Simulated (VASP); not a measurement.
VASP input:

### POSCAR
```
SrCl2
1.0
  0.0000000000   3.2300094047   3.2300094047
  3.2300094047   0.0000000000   3.2300094047
  3.2300094047   3.2300094047   0.0000000000
Sr Cl
1 2
Cartesian
  0.0000000000   0.0000000000   0.0000000000
  1.6150047024   1.6150047024   1.6150047024
  4.8450141070   4.8450141070   4.8450141070
```

KPOINTS:
```
Automatic mesh
0
Gamma
6 6 6
0 0 0
```

### INCAR
```
ISMEAR  =  0   ! Gaussian
LWAVE  =  .FALSE.
ALGO  =  Normal
PSTRESS  =  100   ! kbar
ISIF  =  3   ! ions, shape and volume
LMAXMIX  =  4   ! l cut-off of mixed one-centre charges
LASPH  =  .TRUE.
ENCUT  =  500   ! plane-wave cut-off (eV)
LREAL  =  .FALSE.
EDIFF  =  1E-6   ! SCF stop (eV)
NELM  =  100   ! most electronic steps
NSW  =  40   ! most ionic steps
LCHARG  =  .FALSE.
PREC  =  Accurate
EDIFFG  =  -0.02
IBRION  =  2   ! conjugate gradients
SYSTEM  =  SrCl2
SIGMA  =  0.05   ! width (eV)
```

POTCAR, in this order: Sr_sv Cl (LDA.64 set). Program: vasp_std.

### Question
Write an equivalent input for Ansatz.

### Answer
One equivalent input (not run):
Ansatz 0.2 input:
```yaml
crystal:
  lattice:
    - [0.0000000, 3.2300094, 3.2300094]
    - [3.2300094, 0.0000000, 3.2300094]
    - [3.2300094, 3.2300094, 0.0000000]
  atoms:
    - { symbol: Sr, position: [0.0000000, 0.0000000, 0.0000000] }
    - { symbol: Cl, position: [0.2500000, 0.2500000, 0.2500000] }
    - { symbol: Cl, position: [0.7500000, 0.7500000, 0.7500000] }
kpoints:
  mp_grid: { grid: [6, 6, 6] }
hamiltonian:
  xc: lda
  pseudopotentials: { kind: paw }
scf:
  occupations: { method: gaussian, width: 0.05 }
  max_iter: 100
relax:
  max_steps: 40
  f_tol: 0.02
  cell: { p_target: 10 }
output: { forces: true, stress: true, eigenvalues: true }
```
Limits of the translation: each code has its own PAW files, so the cut-off isn't converted (ENCUT is set for VASP's; basis.ecutwfc is left out, and Ansatz then takes the one that its files recommend); Ansatz stops its SCF on the density residual and VASP on the energy change (EDIFF); Ansatz's lda is the Perdew-Wang form, while the LDA potentials of VASP carry Perdew-Zunger's.

The compound is SrCl2 in the fluorite structure. It was relaxed first under an external pressure of 10 GPa.
